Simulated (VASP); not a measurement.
Data:

```xyz
2
Lattice="2.8800 0.0000 0.0000 0.0000 2.8800 0.0000 0.0000 0.0000 2.8800" Properties=species:S:1:pos:R:3 pbc="T T T"
Ga     1.4400     1.4400     1.4400
Co     0.0000     0.0000     0.0000
```

All values below come from PBEsol GGA, VASP's PBE PAW potentials (set 64) (plane waves; VASP). Run with 480 eV cut-off, 11×11×11 Γ-centred mesh, first-order Methfessel-Paxton smearing of 0.10 eV, potentials Ga_d Co.

Energy and stress use the plane-wave basis of the starting cell.

Problem. The ions, cell shape and volume are relaxed. Which structure does the run end with?

Solution. 
```xyz
2
Lattice="2.8410 0.0000 0.0000 0.0000 2.8410 0.0000 0.0000 0.0000 2.8410" Properties=species:S:1:pos:R:3 pbc="T T T"
Ga     1.4205     1.4205     1.4205
Co     0.0000     0.0000     0.0000
```
Space group Pm-3m (221), at a tolerance of 0.03 Å.

Problem. How do energy and volume change from the first to the last step?

Solution. The energy (σ→0) changes by -12.0 meV/atom and the volume by -4.0 %, in 3 ionic steps.

The compound is CoGa in the CsCl type structure. This run relaxes it. Symmetry was kept, so distortions that lower it aren't found. The run is not spin-polarised, so no magnetic state was tried.
